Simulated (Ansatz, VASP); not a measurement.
Al3Sb2P: VASP beside Ansatz

Contents of INCAR:

```
SYSTEM = Al3Sb2P
  PREC = Accurate
  ENCUT = 520
  EDIFF = 1E-7
  ISMEAR = 0
  SIGMA = 0.1
  LREAL = .False.
  LASPH = .True.
  NELM = 60
  ALGO = Normal
  ISIF = 2
  LWAVE = .False.
  LCHARG = .False.
  GGA = PE
  NBANDS = 21
```

The input KPOINTS:

```
regular mesh
0
Gamma
  4 4 4
  0 0 0
```

Contents of POSCAR:

```
Al3Sb2P
1.0
    2.1184487200     -7.1152245500      0.0000000000
    2.1184487200      7.1152245500      0.0000000000
    0.0000000000      0.0000000000      4.3842680800
Al Sb P
3 2 1
Direct
    0.5000000000      0.5000000000      0.5000000000
    0.3150000000      0.6850000000      0.0000000000
    0.6850000000      0.3150000000      0.0000000000
    0.1250000000      0.8750000000      0.5000000000
    0.8750000000      0.1250000000      0.5000000000
    0.0000000000      0.0000000000      0.0000000000
```

Input for Ansatz:

```yaml
crystal:
  lattice:
    - [2.11844872, -7.11522455, 0.0]
    - [2.11844872, 7.11522455, 0.0]
    - [0.0, 0.0, 4.38426808]
  atoms:
    - { symbol: Al, position: [0.5, 0.5, 0.5] }
    - { symbol: Al, position: [0.315, 0.685, 0.0] }
    - { symbol: Al, position: [0.685, 0.315, 0.0] }
    - { symbol: Sb, position: [0.125, 0.875, 0.5] }
    - { symbol: Sb, position: [0.875, 0.125, 0.5] }
    - { symbol: P, position: [0.0, 0.0, 0.0] }
basis:
  ecutwfc: 420
kpoints:
  mp_grid: { grid: [4, 4, 4] }
hamiltonian:
  xc: pbe
scf:
  occupations: { method: gaussian, width: 0.1 }
  lower_state_search: "off"
output:
  forces: true
  stress: true
  eigenvalues: true
```

Change from the starting cell: species swapped into the TlAg3Te2 type (Cmmm, No. 65).

Alike in both runs: task single point; functional PBE; k mesh 4 × 4 × 4; occupations gaussian, width 0.1 eV; no spin polarisation.

|  | VASP | Ansatz |
| --- | --- | --- |
| version | VASP 6.6.1 | Ansatz 0.2.0 |
| potentials or method | VASP PAW PBE potentials, release 64 (Al, Sb, P) | scalar-relativistic, plane waves, PAW |
| plane-wave cutoff (eV) | 520 | 420 |
| valence electrons in the cell | 24 | 44 |

```csv
,VASP,Ansatz,Ansatz less VASP
gap on the k mesh at the Fermi level (eV),none,none,-
pressure (GPa),0.9,0.9,-0.05
largest component of the traceless stress (GPa),3.05,3.06,+0.007
rms of the force components (eV/Å),0.417,0.412,-0.0051
```

Atom by atom the forces differ by 0.005 eV/Å (rms over components). A gap of «none» marks a metal or a gap that the smearing closes. The two sets of potentials don't hold the same shells in valence.

Caveats: the k mesh is coarse (spacing up to 0.39 Å⁻¹), so the values aren't converged; forces of over 1 eV/Å show positions far from the minimum, so gaps and moduli don't describe the material at rest. Spin-orbit coupling is left out, which matters for the levels of Sb.
